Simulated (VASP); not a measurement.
# WC (Qusongite): how cutoff and mesh change the relaxed cell, part 2 of 2

How far does the relaxed cell of WC (Qusongite) depend on cutoff and k mesh? The starting structure is a measured crystal structure from the Crystallography Open Database.

VASP 6.6.1.

Results so far: reference 10.27 Å³ an atom; a cutoff of 400 eV 10.25 Å³ an atom; a 5×5×4 mesh 10.30 Å³ an atom.

### Step 5. Relaxation with a cutoff of 680 eV

Level of this step: PBEsol; plane waves and PAW (W, C) (VASP).

Against step 2 the input has ENCUT = 680.

Contents of INCAR:

```
SYSTEM = WC
PREC = Accurate
ENCUT = 680
EDIFF = 1E-06
NELM = 100
ISMEAR = 0
SIGMA = 0.03
LREAL = .FALSE.
ALGO = Normal
GGA = PS
LORBIT = 11
LWAVE = .FALSE.
LCHARG = .FALSE.
KPAR = 2
IBRION = 2
NSW = 50
ISIF = 3
EDIFFG = -0.01
```

Contents of POSCAR:

```
WC
1.0
    2.9065000000      0.0000000000      0.0000000000
   -1.4532500000      2.5171028361      0.0000000000
    0.0000000000      0.0000000000      2.8366000000
W C
1 1
Direct
    0.0000000000      0.0000000000      0.0000000000
    0.6666666667      0.3333333333      0.5000000000
```

Contents of KPOINTS:

```
Automatic mesh
0
Gamma
8 8 8
0 0 0
```

PAW data sets: W and C (PBE family, release 64).

The run is started by

```console
> mpirun -np 2 vasp_std
```

What it wrote:

```text
[... set-up lines as in an earlier step ...]
 entering main loop
       N       E                     dE             d eps       ncg     rms          rms(c)
DAV:   1     0.371997326913E+02    0.37200E+02   -0.60360E+03   900   0.127E+03
DAV:   2    -0.243455677310E+02   -0.61545E+02   -0.59771E+02  1113   0.257E+02
DAV:   3    -0.269238250315E+02   -0.25783E+01   -0.25066E+01  1243   0.444E+01
DAV:   4    -0.269585534111E+02   -0.34728E-01   -0.34613E-01  1223   0.454E+00
[...]
DAV:  11    -0.239869933168E+02    0.18282E-04   -0.66277E-05  1025   0.681E-02    0.188E-02
DAV:  12    -0.239869919167E+02    0.14000E-05   -0.23635E-06   787   0.122E-02    0.119E-02
DAV:  13    -0.239869917995E+02    0.11722E-06   -0.81764E-07   483   0.874E-03
   1 F= -.23986992E+02 E0= -.23986779E+02  d E =-.239870E+02
[... from here on, the cycles between the ionic steps are left out ...]
   2 F= -.23961686E+02 E0= -.23961610E+02  d E =0.253054E-01
   3 F= -.23990173E+02 E0= -.23990055E+02  d E =-.318096E-02
   4 F= -.23990174E+02 E0= -.23990057E+02  d E =-.318208E-02
   5 F= -.23990172E+02 E0= -.23990070E+02  d E =0.232522E-05
   6 F= -.23990190E+02 E0= -.23990081E+02  d E =-.158526E-04
[...]
reached required accuracy - stopping structural energy minimisation
```

The job ended after 9.2 s (2 MPI ranks of Intel Xeon 6975P-C (Granite Rapids), shared host; peak memory 0.32 GiB).

Parts of OUTCAR (step 5):

```text
  Total        0.0023449      0.0023449      0.0076978      0.0000000     -0.0000000      0.0000000
  in kB        0.1828975      0.1828975      0.6004111      0.0000000     -0.0000000      0.0000000
  external PRESSURE =       0.3220687 kB  Pullay stress =       0.0000000 kB

 POSITION                                       TOTAL-FORCE (eV/Angst)
 -----------------------------------------------------------------------------------
      0.00000      0.00000      0.00000        -0.000000      0.000000      0.000000
      1.44967      0.83697      1.41081         0.000000     -0.000000      0.000000
 -----------------------------------------------------------------------------------
    total drift:                               -0.000000      0.000000      0.000000

  FREE ENERGIE OF THE ION-ELECTRON SYSTEM (eV)
  ---------------------------------------------------
  free  energy   TOTEN  =       -23.9901897363 eV

  energy  without entropy=      -23.9899720898  energy(sigma->0) =      -23.99008091

[... 2 parts as in an earlier step ...]

[... 2 further parts left out ...]
[key lines of the parts left out:]
E-fermi :   8.2822
```

With a cutoff of 680 eV the cell ends at 10.271 Å³ an atom, -0.02 % from the reference.

### Step 6. Relaxation with a 12×12×10 mesh

Against step 2 the input has a 12×12×10 mesh.

Changes to INCAR since step 5:

```diff
@@ -2,3 +2,3 @@
 PREC = Accurate
-ENCUT = 680
+ENCUT = 520
 EDIFF = 1E-06
```

POSCAR is that of step 5.

Contents of KPOINTS:

```
Automatic mesh
0
Gamma
12 12 10
0 0 0
```

The run is started by

```console
> mpirun -np 2 vasp_std
```

What it wrote:

```text
[... set-up lines as in an earlier step ...]
 entering main loop
       N       E                     dE             d eps       ncg     rms          rms(c)
DAV:   1     0.240644458251E+02    0.24064E+02   -0.51784E+03  2052   0.101E+03
DAV:   2    -0.250985865765E+02   -0.49163E+02   -0.48067E+02  2685   0.226E+02
DAV:   3    -0.269403762078E+02   -0.18418E+01   -0.18253E+01  2704   0.367E+01
DAV:   4    -0.269585489904E+02   -0.18173E-01   -0.18130E-01  2873   0.341E+00
[...]
DAV:  11    -0.239807618009E+02    0.10824E-04   -0.71055E-05  2425   0.681E-02    0.146E-02
DAV:  12    -0.239807590871E+02    0.27138E-05   -0.43515E-06  2139   0.157E-02    0.826E-03
DAV:  13    -0.239807591261E+02   -0.39010E-07   -0.35163E-07  1096   0.563E-03
   1 F= -.23980759E+02 E0= -.23980640E+02  d E =-.239808E+02
[... from here on, the cycles between the ionic steps are left out ...]
   2 F= -.23961298E+02 E0= -.23961194E+02  d E =0.194610E-01
   3 F= -.23983176E+02 E0= -.23983067E+02  d E =-.241672E-02
   4 F= -.23983176E+02 E0= -.23983067E+02  d E =-.241640E-02
   5 F= -.23983175E+02 E0= -.23983065E+02  d E =0.333625E-07
   6 F= -.23983188E+02 E0= -.23983079E+02  d E =-.127651E-04
[...]
reached required accuracy - stopping structural energy minimisation
```

Wall time 10 s (2 MPI ranks); peak memory 0.31 GiB.

From OUTCAR (step 6):

```text
  Total        0.0056103      0.0056103      0.0064352     -0.0000000     -0.0000000      0.0000000
  in kB        0.4373016      0.4373016      0.5015938     -0.0000000     -0.0000000      0.0000000
  external PRESSURE =       0.4587323 kB  Pullay stress =       0.0000000 kB

 POSITION                                       TOTAL-FORCE (eV/Angst)
 -----------------------------------------------------------------------------------
      0.00000      0.00000     -0.00000         0.000000      0.000000      0.000000
      1.44849      0.83629      1.41405        -0.000000     -0.000000     -0.000000
 -----------------------------------------------------------------------------------
    total drift:                               -0.000000      0.000000      0.000000

  FREE ENERGIE OF THE ION-ELECTRON SYSTEM (eV)
  ---------------------------------------------------
  free  energy   TOTEN  =       -23.9831882881 eV

  energy  without entropy=      -23.9829690539  energy(sigma->0) =      -23.98307867

[... 1 part as in an earlier step ...]

[... 3 further parts left out ...]
[key lines of the parts left out:]
E-fermi :   8.3649
```

With a 12×12×10 mesh the cell ends at 10.278 Å³ an atom, +0.04 % from the reference.

### Step 7. Comparison

| run | volume (Å³/atom) | change (%) | pressure left (GPa) | core minutes |
| --- | --- | --- | --- | --- |
| reference | 10.273 | - | 0.03 | 0.22 |
| a cutoff of 400 eV | 10.249 | -0.23 | -0.03 | 0.173 |
| a 5×5×4 mesh | 10.296 | 0.22 | 0.04 | 0.12 |
| a cutoff of 680 eV | 10.271 | -0.02 | 0.03 | 0.307 |
| a 12×12×10 mesh | 10.278 | 0.04 | 0.05 | 0.333 |

Core minutes are wall time times ranks, summed over the relaxations behind a row (those for a bulk modulus apart), on shared hosts.

### Step 8. Outcome

```yaml
volume_of_the_reference: 10.27 Å³/atom
volume_against_the_reference_a_cutoff_of_400_ev: -0.23 %
volume_against_the_reference_a_5x5x4_mesh: +0.22 %
volume_against_the_reference_a_cutoff_of_680_ev: -0.02 %
volume_against_the_reference_a_12x12x10_mesh: +0.04 %
```

The volume moves most with a cutoff of 400 eV: -0.23 % against the reference (520 eV, 8×8×8 mesh). On finer settings it changes by -0.02 % with a cutoff of 680 eV and +0.04 % with a 12×12×10 mesh. The relaxations stop with up to 0.05 GPa left, which at a bulk modulus of 50 GPa, to name a scale, is 0.09 % of the volume, and more along a soft axis. A cell that shrinks at the lower cutoff is the usual mark of Pulay stress, the error that a plane-wave basis makes when it is kept while the volume changes. Further runs on this material are not shown.

[Lines on the potential files, build, host, timing and source positions are cut from VASP's logs without a mark.]

[Logs are printed without paths, hosts, clocks, repeated set-up lines and the standing remarks that a program may print on its own settings, such as how far it seeks lower states.]

[Hosts, paths, dates, database ids (printed as entryN), source tags and the programs' standing remarks are cut or masked in the printed files.]
